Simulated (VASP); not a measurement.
OSZICAR of a VASP run on Ni (fcc):

File OSZICAR:
```
       N       E                     dE             d eps       ncg     rms          rms(c)
DAV:   1     0.205058800932E+02    0.20506E+02   -0.47347E+03  8184   0.143E+03
DAV:   2    -0.683917837780E+01   -0.27345E+02   -0.26330E+02  7986   0.165E+02
DAV:   3    -0.722090198094E+01   -0.38172E+00   -0.37834E+00  8978   0.256E+01
DAV:   4    -0.722441537403E+01   -0.35134E-02   -0.35130E-02  8841   0.217E+00
DAV:   5    -0.722450253437E+01   -0.87160E-04   -0.87159E-04  9060   0.296E-01    0.124E+01
DAV:   6    -0.629361584510E+01    0.93089E+00   -0.14998E+01  8327   0.662E+01    0.509E+00
DAV:   7    -0.607391803876E+01    0.21970E+00   -0.18711E+00  8382   0.223E+01    0.248E+00
DAV:   8    -0.605024747494E+01    0.23671E-01   -0.28915E-02 11364   0.199E+00    0.972E-01
DAV:   9    -0.604822661618E+01    0.20209E-02   -0.84829E-04 11594   0.267E-01    0.281E-01
DAV:  10    -0.604773971764E+01    0.48690E-03   -0.26380E-04 11140   0.138E-01    0.342E-02
DAV:  11    -0.604773211677E+01    0.76009E-05   -0.26980E-05 10026   0.685E-02    0.250E-02
DAV:  12    -0.604773390693E+01   -0.17902E-05   -0.16773E-06  4606   0.174E-02    0.658E-03
DAV:  13    -0.604773400710E+01   -0.10017E-06   -0.61971E-07  4075   0.108E-02
   1 F= -.34202699E+01 E0= -.34203443E+01  d E =-.342027E+01  mag=     0.5467
       N       E                     dE             d eps       ncg     rms          rms(c)
DAV:   1    -0.810265848546E+01   -0.20549E+01   -0.41199E+01  8319   0.110E+02    0.150E+01
DAV:   2    -0.597317290058E+01    0.21295E+01   -0.22276E+01  8272   0.854E+01    0.389E+00
DAV:   3    -0.569543188292E+01    0.27774E+00   -0.17254E+00  8299   0.232E+01    0.206E+00
DAV:   4    -0.564559258614E+01    0.49839E-01   -0.33245E-02  9717   0.168E+00    0.110E+00
DAV:   5    -0.563482768111E+01    0.10765E-01   -0.14947E-02 10090   0.112E+00    0.391E-01
DAV:   6    -0.563521725011E+01   -0.38957E-03   -0.73330E-04  8914   0.423E-01    0.141E-01
DAV:   7    -0.563521389805E+01    0.33521E-05   -0.25872E-05 10582   0.787E-02    0.283E-02
DAV:   8    -0.563521387849E+01    0.19556E-07   -0.13498E-06  7453   0.171E-02
   2 F= -.33272460E+01 E0= -.33273594E+01  d E =0.930240E-01  mag=     0.5274
       N       E                     dE             d eps       ncg     rms          rms(c)
DAV:   1    -0.728207055877E+01   -0.16469E+01   -0.23351E+01  8229   0.916E+01    0.951E+00
DAV:   2    -0.623735367442E+01    0.10447E+01   -0.15473E+01  8319   0.593E+01    0.366E+00
DAV:   3    -0.600287911124E+01    0.23447E+00   -0.15582E+00  8332   0.221E+01    0.197E+00
DAV:   4    -0.597317162439E+01    0.29707E-01   -0.20336E-02  9078   0.136E+00    0.900E-01
DAV:   5    -0.597025670640E+01    0.29149E-02   -0.88839E-03 10661   0.811E-01    0.232E-01
DAV:   6    -0.597012366832E+01    0.13304E-03   -0.86813E-05  9503   0.119E-01    0.104E-01
DAV:   7    -0.597015840947E+01   -0.34741E-04   -0.29582E-05  9277   0.948E-02    0.182E-02
DAV:   8    -0.597016140298E+01   -0.29935E-05   -0.10945E-06  7485   0.168E-02    0.483E-03
DAV:   9    -0.597016121253E+01    0.19045E-06   -0.56931E-08  3998   0.296E-03
   3 F= -.34369981E+01 E0= -.34370727E+01  d E =-.167281E-01  mag=     0.5387
       N       E                     dE             d eps       ncg     rms          rms(c)
DAV:   1    -0.596795283827E+01    0.22086E-02   -0.23131E-03  8245   0.864E-01    0.100E-01
DAV:   2    -0.596784524894E+01    0.10759E-03   -0.16101E-03  8304   0.647E-01    0.374E-02
DAV:   3    -0.596782037439E+01    0.24875E-04   -0.17065E-04  8287   0.225E-01    0.160E-02
DAV:   4    -0.596781746064E+01    0.29138E-05   -0.21599E-06  7431   0.138E-02    0.903E-03
DAV:   5    -0.596781716568E+01    0.29496E-06   -0.63300E-07  3990   0.702E-03
   4 F= -.34370134E+01 E0= -.34370884E+01  d E =-.167435E-01  mag=     0.5385
```

Problem. Which electronic solver shows in the log?

Solution. It is blocked Davidson (ALGO = Normal, or the opening steps of other solvers). The INCAR had ALGO = Normal.

Problem. How was spin treated?

Solution. Collinear spin (ISPIN = 2): the summary line carries one mag value, 0.54 μB in the cell.

Problem. Can the final energy be trusted as converged?

Solution. The run converged. It stopped with EDIFF = 1E-6, NELM = 100, NSW = 40 and EDIFFG = -0.02 after 4 ionic steps (PBEsol GGA, plane waves, VASP's PBE PAW potentials (set 64)). Energy and stress use the plane-wave basis of the starting cell.

The compound is Ni in the fcc structure. This run relaxes it under an external pressure of 45 GPa. Symmetry was kept, so distortions that lower it aren't found.
